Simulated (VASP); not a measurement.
# SrMg6Cr under changes of volume

One of the cells (25.787 Å³/atom); the others are scaled copies at fixed shape and fractional positions:

```
Sr Cr Mg
1.0
     5.23754    0.00000    0.00000
     0.00000    3.36335    5.85546
     0.00000   -3.36335    5.85546
Sr Cr Mg
1 1 6
Direct
  0.00000 0.82906 0.82906
  0.50000 0.65243 0.65243
  0.50000 0.16693 0.16693
  0.50000 0.65968 0.19063
  0.50000 0.19063 0.65968
  0.00000 0.33792 0.33792
  0.00000 0.82013 0.34321
  0.00000 0.34321 0.82013
```

The cell comes from a database or a generator and needn't be the stable form of this composition.

```yaml
Program: VASP 6.6.1
Functional: PBE
Potentials_or_basis: VASP PAW PBE potentials, release 64 (Sr_sv, Cr_pv, Mg)
Cutoff: 520 eV
k_mesh: 5 × 5 × 5
Occupations: fermi-dirac, width 0.05 eV
Spin: collinear spin, ferromagnetic start
Starting_moments: "[0.0, 3.0, 0.0, 0.0, 0.0, 0.0, 0.0, 0.0] μB"
```

| volume (Å³/atom) | energy over the lowest point (meV/atom) | pressure (GPa) | moment (μB per cell) | largest force (eV/Å) |
| --- | --- | --- | --- | --- |
| 23.764 | 9.11 | 2.2 | 4.36 | 0.048 |
| 24.270 | ? | ? | ? | ? |
| 24.776 | 0.22 | 0.7 | 4.43 | 0.078 |
| 25.787 | 0.00 | -0.6 | 4.50 | 0.105 |
| 26.293 | 2.64 | -1.1 | 4.54 | 0.117 |
| 26.798 | 6.89 | -1.6 | 4.57 | 0.128 |

What does the run at 24.270 Å³/atom give?

Energy over the lowest point 3.47 meV/atom; pressure 1.4 GPa; moment 4.40 μB per cell; largest force 0.062 eV/Å.

Worked out: A Birch-Murnaghan fit of order 3 (a polynomial in V^(-2/3)) to the other rows has its minimum at 25.30 Å³/atom with B0 = V·E''(V) = 31 GPa and B' = 3.9 at fixed shape and positions, which overstates the stiffness. It gives 3.47 meV/atom at 24.270 Å³/atom, against the run's 3.47, and -dE/dV = 1.4 GPa, against 1.4. A straight line through the other rows of the moment, of slope 0.0699 μB per Å³/atom, gives 4.40 μB, against the run's 4.40.

Energies are extrapolated to zero smearing.
